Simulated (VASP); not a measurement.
A VASP calculation is set up with these files.

POSCAR:
```
BeSe
1
    0.0000000000     2.5905058655     2.5905058655
    2.5905058655     0.0000000000     2.5905058655
    2.5905058655     2.5905058655    -0.0000000000
Be Se
1 1
Direct
  0.0000000000   0.0000000000   0.0000000000
  0.2500000000   0.2500000000   0.2500000000
```

### KPOINTS
```
Automatic mesh
0
Gamma
8 8 8
0 0 0
```

**INCAR**
```
ALGO = Normal
EDIFF = 1E-6
EDIFFG = -0.01
ENCUT = 400
GGA = PE
IBRION = 2
ISIF = 3
ISMEAR = 0
LASPH = .True.
LCHARG = .False.
LMAXMIX = 4
LREAL = .False.
LWAVE = .False.
NELM = 100
NSW = 60
PREC = Accurate
SIGMA = 0.05
SYSTEM = BeSe
```

POTCAR, in this order: Be Se (PBE.64 set). Program: vasp_std.

### Question
Translate this PBE calculation to Ansatz.

### Answer
One equivalent input (not run):
Ansatz 0.2 input:
```yaml
crystal:
  lattice:
    - [0.0000000, 2.5905059, 2.5905059]
    - [2.5905059, 0.0000000, 2.5905059]
    - [2.5905059, 2.5905059, 0.0000000]
  atoms:
    - { symbol: Be, position: [0.0000000, 0.0000000, 0.0000000] }
    - { symbol: Se, position: [0.2500000, 0.2500000, 0.2500000] }
kpoints:
  mp_grid: { grid: [8, 8, 8] }
hamiltonian:
  xc: pbe
  pseudopotentials: { kind: paw }
scf:
  occupations: { method: gaussian, width: 0.05 }
  max_iter: 100
relax:
  max_steps: 60
  f_tol: 0.01
  cell: {}
output: { forces: true, stress: true, eigenvalues: true }
```
The two are equivalent in intent, not identical: each code has its own PAW files, so the cut-off isn't converted (ENCUT is set for VASP's; basis.ecutwfc is left out, and Ansatz then takes the one that its files recommend); Ansatz stops its SCF on the density residual and VASP on the energy change (EDIFF).

The compound is BeSe in the zinc blende structure. It was relaxed first. The start is the result of an earlier pass.
